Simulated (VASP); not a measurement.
The input files of a VASP run:

**POSCAR**
```
GaN
1
    1.6007794379    -2.7726312797    -0.0000000000
    1.6007794379     2.7726312797     0.0000000000
    0.0000000000     0.0000000000     5.2127375676
Ga N
2 2
Direct
  0.6666670000   0.3333330000   0.5000864422
  0.3333330000   0.6666670000   0.0000864422
  0.6666670000   0.3333330000   0.8769135578
  0.3333330000   0.6666670000   0.3769135578
```

### KPOINTS
```
Automatic
0
G
  7 7 4
```

### INCAR
```
! general
SYSTEM  = GaN
PREC    = Accurate
ENCUT   = 520
LREAL   = .False.
LASPH   = .True.

! electronic loop
EDIFF   = 1E-6
NELM    = 100
ALGO    = Normal
LMAXMIX = 4

! smearing
ISMEAR  = 0
SIGMA   = 0.05

! functional
GGA     = PE
IVDW    = 11

! ions
IBRION  = 2
NSW     = 60
ISIF    = 3
EDIFFG  = -0.02

! output
LWAVE   = .False.
LCHARG  = .False.
```

POTCAR, in this order: Ga_d N (PBE.64 set). Program: vasp_std.

**Question.** Write an equivalent input for Quantum ESPRESSO's pw.x.

**Answer.** One equivalent input (not run):
```
&CONTROL
  calculation = 'vc-relax'
  pseudo_dir = './pseudo'
  outdir = './out'
  tprnfor = .true.
  tstress = .true.
  nstep = 60
  forc_conv_thr = 0.00078
/
&SYSTEM
  ibrav = 0
  nat = 4
  ntyp = 2
  ecutwfc = 84
  occupations = 'smearing'
  smearing = 'gaussian'
  degauss = 0.003675
  input_dft = 'pbe'
  vdw_corr = 'grimme-d3'
  dftd3_version = 3
  dftd3_threebody = .false.
/
&ELECTRONS
  conv_thr = 7.3e-08
  electron_maxstep = 100
/
&IONS
/
&CELL
/
ATOMIC_SPECIES
  Ga 69.723 Ga.upf
  N 14.007 N.upf
CELL_PARAMETERS angstrom
     1.6007794   -2.7726313   -0.0000000
     1.6007794    2.7726313    0.0000000
     0.0000000    0.0000000    5.2127376
ATOMIC_POSITIONS crystal
  Ga   0.6666670  0.3333330  0.5000864
  Ga   0.3333330  0.6666670  0.0000864
  N    0.6666670  0.3333330  0.8769136
  N    0.3333330  0.6666670  0.3769136
K_POINTS automatic
  7 7 4 0 0 0
```
What does not carry over: the potentials are each code's own (VASP's PAW set, PseudoDojo norm-conserving files in pw.x), so ENCUT and ecutwfc are chosen apart and not converted; conv_thr bounds pw.x's estimated SCF error, while EDIFF bounds the energy change between steps; forc_conv_thr acts on force components and is met together with etot_conv_thr.

The compound is GaN in the wurtzite structure. This run relaxes it. Symmetry was kept, so distortions that lower it aren't found. The start is the result of an earlier pass.
